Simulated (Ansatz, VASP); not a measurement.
**Two plane-wave programs on YNbN2**

```xyz
4
Lattice="3.2011 0.0000 0.0000 -1.6006 2.7722 0.0000 0.0000 0.0000 5.7612" Properties=species:S:1:pos:R:3 pbc="T T T"
Y     0.0000    0.0000    2.8806
Nb    0.0000    0.0000    0.0000
N     0.0000    1.8482    4.4698
N     1.6006    0.9241    1.2914
```

Alike in both runs: functional PBE; k mesh 6 × 6 × 4; occupations gaussian, width 0.1 eV; no spin polarisation.

Ansatz relaxed the structure, and its values are those at the end. VASP's run is a single point on that final structure, the one shown.

|  | VASP | Ansatz |
| --- | --- | --- |
| version | VASP 6.6.1 | Ansatz 0.2.0 |
| potentials or method | VASP PAW PBE potentials, release 64 (Y_sv, Nb_sv, N) | scalar-relativistic, plane waves, PAW |
| plane-wave cutoff (eV) | 520 | 420 |
| valence electrons in the cell | 34 | 34 |

Ansatz gave:

- gap on the k mesh at the Fermi level (eV): none
- pressure (GPa): 0.0
- rms of the force components (eV/Å): 0.000

Problem. Estimate VASP's values.

Solution. gap on the k mesh at the Fermi level (eV): none; pressure (GPa): -0.3; rms of the force components (eV/Å): 0.003.

A gap of «none» marks a metal or a gap that the smearing closes. The functional is the same, so the differences come from potentials, cutoffs and numerics.

Caveats: the k mesh is coarse (spacing up to 0.38 Å⁻¹), so the values aren't converged.
